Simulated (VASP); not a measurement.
Output of a VASP run:

File OUTCAR:
```
 ion  position               nearest neighbor table
   1  0.333  0.667  0.250-   2 3.49   2 3.49   2 3.49   2 3.49   2 3.49   2 3.49
   2  0.667  0.333  0.750-   1 3.49   1 3.49   1 3.49   1 3.49   1 3.49   1 3.49
  LATTYP: Found a hexagonal cell.
 ALAT       =     3.6298761311
 C/A-ratio  =     1.5402173367
 Subroutine PRICEL returns:
 Original cell was already a primitive cell.
 Subroutine GETGRP returns: Found 24 space group operations
The static configuration has the point symmetry D_3d.
 The point group associated with its full space group is D_6h.
The dynamic configuration has the point symmetry D_3d.
 Subroutine INISYM returns: Found 24 space group operations
 Subroutine IBZKPT returns following result:
 Found     56 irreducible k-points:

 Following reciprocal coordinates:
            Coordinates               Weight
  0.000000  0.000000  0.000000      1.000000
  0.100000 -0.000000  0.000000      6.000000
  0.200000 -0.000000  0.000000      6.000000
  0.300000 -0.000000  0.000000      6.000000
  0.400000  0.000000  0.000000      6.000000
  0.500000  0.000000  0.000000      3.000000
  0.100000  0.100000  0.000000      6.000000
  0.200000  0.100000  0.000000     12.000000
  0.300000  0.100000  0.000000     12.000000
  0.400000  0.100000  0.000000     12.000000
  0.200000  0.200000  0.000000      6.000000
  0.300000  0.200000  0.000000     12.000000
  0.400000  0.200000  0.000000      6.000000
  0.300000  0.300000  0.000000      6.000000
  0.000000  0.000000  0.166667      2.000000
  0.100000 -0.000000  0.166667     12.000000
  0.200000 -0.000000  0.166667     12.000000
  0.300000 -0.000000  0.166667     12.000000
  0.400000  0.000000  0.166667     12.000000
  0.500000  0.000000  0.166667      6.000000
  0.100000  0.100000  0.166667     12.000000
  0.200000  0.100000  0.166667     24.000000
  0.300000  0.100000  0.166667     24.000000
  0.400000  0.100000  0.166667     24.000000
  0.200000  0.200000  0.166667     12.000000
  0.300000  0.200000  0.166667     24.000000
  0.400000  0.200000  0.166667     12.000000
  0.300000  0.300000  0.166667     12.000000
  0.000000  0.000000  0.333333      2.000000
  0.100000 -0.000000  0.333333     12.000000
  0.200000 -0.000000  0.333333     12.000000
  0.300000 -0.000000  0.333333     12.000000
  0.400000  0.000000  0.333333     12.000000
  0.500000  0.000000  0.333333      6.000000
  0.100000  0.100000  0.333333     12.000000
  0.200000  0.100000  0.333333     24.000000
  0.300000  0.100000  0.333333     24.000000
  0.400000  0.100000  0.333333     24.000000
  0.200000  0.200000  0.333333     12.000000
  0.300000  0.200000  0.333333     24.000000
   k-points           NKPTS =     56   k-points in BZ     NKDIM =     56   number of bands    NBANDS=     13
   number of dos      NEDOS =    301   number of ions     NIONS =      2
   total plane-waves  NPLWV =  31360
   dimension x,y,z NGX =    28 NGY =   28 NGZ =   40
   dimension x,y,z NGXF=    56 NGYF=   56 NGZF=   80
   ions per type =               2
   PREC   = accura    normal or accurate (medium, high low for compatibility)
   ISTART =      0    job   : 0-new  1-cont  2-samecut
   ICHARG =      2    charge: 1-file 2-atom 10-const
   ISPIN  =      1    spin polarized calculation?
   LNONCOLLINEAR =      F non collinear calculations
   LSORBIT =      F    spin-orbit coupling
   INIWAV =      1    electr: 0-lowe 1-rand  2-diag
   ENCUT  =  480.0 eV  35.28 Ry    5.94 a.u.   6.48  6.48  9.99*2*pi/ulx,y,z
   NELM   =    100;   NELMIN=  2; NELMDL= -5     # of ELM steps
   EDIFF  = 0.1E-06   stopping-criterion for ELM
   LREAL  =      F    real-space projection
   NLSPLINE    = F    spline interpolate recip. space projectors
   LMAXMIX     =    6 max onsite mixed and CHGCAR
   VOSKOWN=      0    Vosko Wilk Nusair interpolation
   EDIFFG = 0.1E-05   stopping-criterion for IOM
   NSW    =      0    number of steps for IOM
...
```

**OSZICAR**
```
       N       E                     dE             d eps       ncg     rms          rms(c)
DAV:   1     0.486278993757E+02    0.48628E+02   -0.85003E+03  1456   0.117E+03
DAV:   2    -0.589455316905E+01   -0.54522E+02   -0.53317E+02  1476   0.302E+02
DAV:   3    -0.894945133820E+01   -0.30549E+01   -0.28136E+01  2052   0.390E+01
DAV:   4    -0.906368263183E+01   -0.11423E+00   -0.11359E+00  1891   0.850E+00
DAV:   5    -0.906742178013E+01   -0.37391E-02   -0.37401E-02  2129   0.103E+00    0.241E+01
DAV:   6    -0.906735161399E+01    0.70166E-04   -0.24321E-02  2172   0.145E+00    0.144E+01
DAV:   7    -0.907519735468E+01   -0.78457E-02   -0.45107E-02  2184   0.200E+00    0.247E-01
DAV:   8    -0.907487460612E+01    0.32275E-03   -0.25551E-03  1856   0.422E-01    0.632E-02
DAV:   9    -0.907488895123E+01   -0.14345E-04   -0.21836E-04  1826   0.135E-01    0.327E-02
DAV:  10    -0.907488226659E+01    0.66846E-05   -0.35533E-05  1927   0.481E-02    0.400E-02
DAV:  11    -0.907488316672E+01   -0.90012E-06   -0.38645E-06  1726   0.166E-02    0.131E-03
DAV:  12    -0.907488345541E+01   -0.28870E-06   -0.42434E-07  1739   0.606E-03    0.376E-03
DAV:  13    -0.907488330500E+01    0.15041E-06   -0.55537E-08   943   0.209E-03    0.374E-04
DAV:  14    -0.907488330697E+01   -0.19713E-08   -0.84669E-09   928   0.105E-03
   1 F= -.90748833E+01 E0= -.90756112E+01  d E =0.218372E-02
```

OUTCAR:
```
------------------------ aborting loop because EDIFF is reached ----------------------------------------
  FORCE on cell =-STRESS in cart. coord.  units (eV):
  Direction    XX          YY          ZZ          XY          YZ          ZX
  --------------------------------------------------------------------------------------
  Total        0.0325566      0.0325566      0.0431005      0.0000000     -0.0000000      0.0000000
  in kB        0.8176380      0.8176379      1.0824435      0.0000000     -0.0000000      0.0000000
  external PRESSURE =       0.9059065 kB  Pullay stress =       0.0000000 kB
  volume of cell :       63.80
      direct lattice vectors                 reciprocal lattice vectors
     1.814938155 -3.143564891  0.000000000     0.275491481 -0.159055091  0.000000000
     1.814938155  3.143564891  0.000000000     0.275491481  0.159055091  0.000000000
     0.000000000  0.000000000  5.590798147     0.000000000  0.000000000  0.178865338
 POSITION                                       TOTAL-FORCE (eV/Angst)
 -----------------------------------------------------------------------------------
      1.81494      1.04786      1.39770         0.000000      0.000000      0.000000
      1.81494     -1.04786      4.19310        -0.000000     -0.000000      0.000000
 -----------------------------------------------------------------------------------
    total drift:                                0.000004      0.000103     -0.000011
  FREE ENERGIE OF THE ION-ELECTRON SYSTEM (eV)
  ---------------------------------------------------
  free  energy   TOTEN  =        -9.0748833070 eV

  energy  without entropy=       -9.0770670257  energy(sigma->0) =       -9.07561121
```
(Selected blocks of OUTCAR.)

File POSCAR:
```
Dy
1
    1.8149381548    -3.1435648906    -0.0000000000
    1.8149381548     3.1435648906    -0.0000000000
   -0.0000000000    -0.0000000000     5.5907981472
Dy
2
Direct
  0.3333330000   0.6666670000   0.2500000000
  0.6666670000   0.3333330000   0.7500000000
```

Question: Reconstruct the remaining input files.

Answer: One answer among several that fit: the input of the run itself, PBE GGA, plane waves, VASP's PBE PAW potentials (set 64).

File KPOINTS:
```
Automatic mesh
0
Gamma
10 10 6
0 0 0
```

INCAR:
```
SYSTEM = Dy
PREC = Accurate; ENCUT = 480; LREAL = .False.
LASPH = .True.
EDIFF = 1E-7; NELM = 100; ALGO = Normal
LMAXMIX = 6
ISMEAR = 1; SIGMA = 0.1
GGA = PE
ISIF = 2
LWAVE = .False.; LCHARG = .False.
```

POTCAR, in this order: Dy_3 (PBE.64 set). Program: vasp_std.

The 4f electrons are frozen in the core of the lanthanide potential, so 4f levels, which can set the real gap, and their magnetism are missing.

The compound is Dy in the hcp structure. It was relaxed first.
